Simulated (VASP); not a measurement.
Computed with PBE GGA, VASP's PBE PAW potentials (set 64) (plane waves; VASP).

A VASP calculation is set up with these files.

**POSCAR**
```
SrTiO3
1
    3.9050000000     0.0000000000     0.0000000000
    0.0000000000     3.9050000000     0.0000000000
    0.0000000000     0.0000000000     3.9050000000
Sr Ti O
1 1 3
Direct
  0.0000000000   0.0000000000   0.0000000000
  0.5000000000   0.5000000000   0.5000000000
  0.5000000000   0.0000000000   0.5000000000
  0.0000000000   0.5000000000   0.5000000000
  0.5000000000   0.5000000000   0.0000000000
```

### KPOINTS
```
Automatic
0
G
6 6 6
0 0 0
```

### INCAR
```
! general
SYSTEM =SrTiO3
PREC   =Accurate
ENCUT  =520
LREAL  =.FALSE.
LASPH  =.TRUE.

! electronic loop
EDIFF  =1E-6
NELM   =100
ALGO   =Normal
LMAXMIX=4

! smearing
ISMEAR =0
SIGMA  =0.05

! functional
GGA    =PE

! ions
IBRION =2
NSW    =60
ISIF   =3
EDIFFG =-0.01

! output
LWAVE  =.FALSE.
LCHARG =.FALSE.
```

POTCAR, in this order: Sr_sv Ti_sv O (PBE.64 set). Program: vasp_std.

Energy and stress use the plane-wave basis of the starting cell.

Estimate the energy per atom (σ→0), volume per atom, band gap (on the k-mesh).

- energy per atom (σ→0): -8.020 eV/atom
- band gap (on the k-mesh): 1.80 eV
- volume per atom: 12.24 Å³/atom

**OSZICAR**
```
...
DAV:   5    -0.400995086960E+02   -0.46776E-03   -0.27835E-03  1520   0.430E-01    0.300E-01
DAV:   6    -0.401006001656E+02   -0.10915E-02   -0.16824E-03  1248   0.245E-01    0.145E-01
DAV:   7    -0.401010948779E+02   -0.49471E-03   -0.12854E-03  1456   0.231E-01    0.172E-02
DAV:   8    -0.401011241017E+02   -0.29224E-04   -0.22804E-04  1352   0.700E-02    0.133E-02
DAV:   9    -0.401011263867E+02   -0.22850E-05   -0.93087E-06  1336   0.203E-02    0.758E-03
DAV:  10    -0.401011277051E+02   -0.13185E-05   -0.13483E-06   808   0.104E-02    0.185E-03
DAV:  11    -0.401011277027E+02    0.24547E-08   -0.21963E-07   504   0.332E-03
   3 F= -.40101128E+02 E0= -.40101128E+02  d E =-.251914E-01
```

The compound is SrTiO3 in the cubic perovskite structure, the ideal cubic form; the compound distorts at low or room temperature. This run relaxes it. Symmetry was kept, so distortions that lower it aren't found.
